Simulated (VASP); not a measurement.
Consider the following.

```
CELL_PARAMETERS angstrom
      2.16102    -6.09413     0.00000
      2.16102     6.09413     0.00000
      0.00000     0.00000     4.42903
ATOMIC_POSITIONS crystal
  In 0.39035 0.60965 0.75000
  In 0.60965 0.39035 0.25000
  Cl 0.84114 0.15886 0.25000
  Cl 0.15886 0.84114 0.75000
```

Computed with r2SCAN meta-GGA, VASP's PBE PAW potentials (set 64) (plane waves; VASP 6.6.1). Run with 400 eV cut-off, 6×6×6 Γ-centred mesh, tetrahedra with Blöchl corrections, potentials In_d Cl.

Unless said otherwise, spin-orbit coupling is left out, though it shifts the bands of the heavy elements here.

Task: Give the energies of bands 13 to 23 at the high-symmetry points, in eV from the valence-band maximum.

Result: 
```json
[
 {"band": "13", "Γ": "-4.93", "Y": "-5.99", "C0": "-6.31", "Z": "-5.68", "A0": "-4.93", "T": "-6.04", "S": "-6.23", "R": "-5.00"},
 {"band": "14", "Γ": "-4.54", "Y": "-4.45", "C0": "-5.39", "Z": "-5.68", "A0": "-4.93", "T": "-6.04", "S": "-5.52", "R": "-5.00"},
 {"band": "15", "Γ": "-4.34", "Y": "-4.00", "C0": "-3.78", "Z": "-3.93", "A0": "-4.75", "T": "-3.36", "S": "-3.62", "R": "-4.44"},
 {"band": "16", "Γ": "-4.12", "Y": "-3.98", "C0": "-3.45", "Z": "-3.93", "A0": "-4.75", "T": "-3.36", "S": "-3.50", "R": "-4.44"},
 {"band": "17", "Γ": "-3.87", "Y": "-3.39", "C0": "-3.37", "Z": "-3.34", "A0": "-3.67", "T": "-3.26", "S": "-3.43", "R": "-3.93"},
 {"band": "18", "Γ": "-3.32", "Y": "-3.19", "C0": "-3.27", "Z": "-3.34", "A0": "-3.67", "T": "-3.26", "S": "-3.37", "R": "-3.93"},
 {"band": "19", "Γ": "-3.25", "Y": "-1.84", "C0": "-1.95", "Z": "-1.31", "A0": "-2.03", "T": "-1.20", "S": "-1.87", "R": "-2.16"},
 {"band": "20", "Γ": "-1.09", "Y": "-1.78", "C0": "-0.02", "Z": "-1.31", "A0": "-2.03", "T": "-1.20", "S": "-0.05", "R": "-2.16"},
 {"band": "21", "Γ": "3.67", "Y": "2.30", "C0": "1.86", "Z": "2.48", "A0": "2.61", "T": "2.01", "S": "1.76", "R": "2.99"},
 {"band": "22", "Γ": "4.44", "Y": "3.85", "C0": "2.62", "Z": "2.48", "A0": "2.61", "T": "2.01", "S": "2.61", "R": "2.99"},
 {"band": "23", "Γ": "4.46", "Y": "5.10", "C0": "3.03", "Z": "4.06", "A0": "4.20", "T": "4.39", "S": "3.09", "R": "3.83"}
]
```

The gap is indirect, 1.33 eV, from the valence maximum at (0.33, 0.17, 0.00) to the conduction minimum at (0.50, 0.50, 0.33).

The structure comes from a computed database's InCl entry (Cmcm); how it stands against other phases isn't given here. It was relaxed first.
